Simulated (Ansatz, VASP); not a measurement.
This is a calculation of SrMg6Ni for Ansatz 0.2.0. Atoms were shifted at random by some hundredths of an Å from the given cell, which wasn't relaxed again for these runs. The cell comes from a database or a generator and needn't be the stable form of this composition.

The input input.yaml:

```yaml
crystal:
  lattice:
    - [4.485248, 0.0, 0.0]
    - [0.0, 3.128175, 7.118798]
    - [0.0, -3.128175, 7.118798]
  atoms:
    - { symbol: Sr, position: [0.507356, 0.72113, 0.714066] }
    - { symbol: Ni, position: [0.001798, 0.893226, 0.896336], spin: 1.0 }
    - { symbol: Mg, position: [0.496565, 0.134784, 0.133202] }
    - { symbol: Mg, position: [0.500096, 0.161356, 0.683773] }
    - { symbol: Mg, position: [0.499197, 0.675015, 0.169702] }
    - { symbol: Mg, position: [-0.008989, 0.300491, 0.312736] }
    - { symbol: Mg, position: [0.007873, 0.304334, 0.802104] }
    - { symbol: Mg, position: [-0.000837, 0.791989, 0.306] }
hamiltonian:
  xc: pbe
  pseudopotentials: { kind: paw }
magnetization:
  spin_polarized: true
kpoints:
  mp_grid: { grid: [6, 5, 5] }
scf:
  occupations: { method: fermi_dirac, width: 0.05 }
output:
  forces: true
  stress: true
  eigenvalues: true
```

Potentials or basis: Ansatz PAW.

Run with:

```sh
$ ansatz run input.yaml --threads 4 --pin off --max-ram 10240MiB --backend cpu --events-out ev --progress --plain --runs-dir out
```

Problem. What does the same run look like in VASP 6.6.1? Potentials or basis there: PBE PAW files Mg, Ni, Sr_sv, 520 eV.

Solution. As run (cutoffs and basis follow the program's own potentials, and thresholds, step limits or extra output files can differ):

INCAR

```
ALGO = Normal
EDIFF = 1E-7
ENCUT = 520
GGA = PE
ISIF = 2
ISMEAR = -1
ISPIN = 2
LASPH = T
LCHARG = T
LELF = T
LMAXMIX = 4
LORBIT = 11
LREAL = F
LVHAR = T
LWAVE = F
MAGMOM = 0 1 0 0 0 0 0 0
NBANDS = 30
NELM = 150
PREC = Accurate
SIGMA = 0.05
```

Contents of KPOINTS:

```
k-points
0
Gamma
  6 5 5
```

The input POSCAR:

```
SrMg6Ni
1.0
    4.4852480000      0.0000000000      0.0000000000
    0.0000000000      3.1281750000      7.1187980000
    0.0000000000     -3.1281750000      7.1187980000
Sr Ni Mg
1 1 6
Direct
    0.5073560000      0.7211300000      0.7140660000
    0.0017980000      0.8932260000      0.8963360000
    0.4965650000      0.1347840000      0.1332020000
    0.5000960000      0.1613560000      0.6837730000
    0.4991970000      0.6750150000      0.1697020000
   -0.0089890000      0.3004910000      0.3127360000
    0.0078730000      0.3043340000      0.8021040000
   -0.0008370000      0.7919890000      0.3060000000
```

Potentials or basis: VASP PAW PBE potentials, release 64 (Sr_sv, Ni, Mg).

Run with:

```bash
$ cat potpaw_PBE.64/Sr_sv/POTCAR potpaw_PBE.64/Ni/POTCAR potpaw_PBE.64/Mg/POTCAR > POTCAR
$ mpirun -np 1 vasp_std > vasp.out
```

Both were run:

|  | Ansatz | VASP |
| --- | --- | --- |
| Pressure | -0.1 GPa | -0.1 GPa |
| Largest force | 0.201 eV/Å | 0.201 eV/Å |
| Net moment | 0.00 μB per cell | 0.00 μB per cell |

Ansatz's pressure holds a Pulay term of +0.01 GPa for its cutoff of 420 eV, which the other run lacks.

The potentials hold 88 and 32 valence electrons a cell.

Where Ansatz's input types no cutoff or centring, it takes its own default and a Γ-centred mesh.

The magnetic state is the one that the start led to; the real crystal's order can differ.

Pressure is positive in compression.
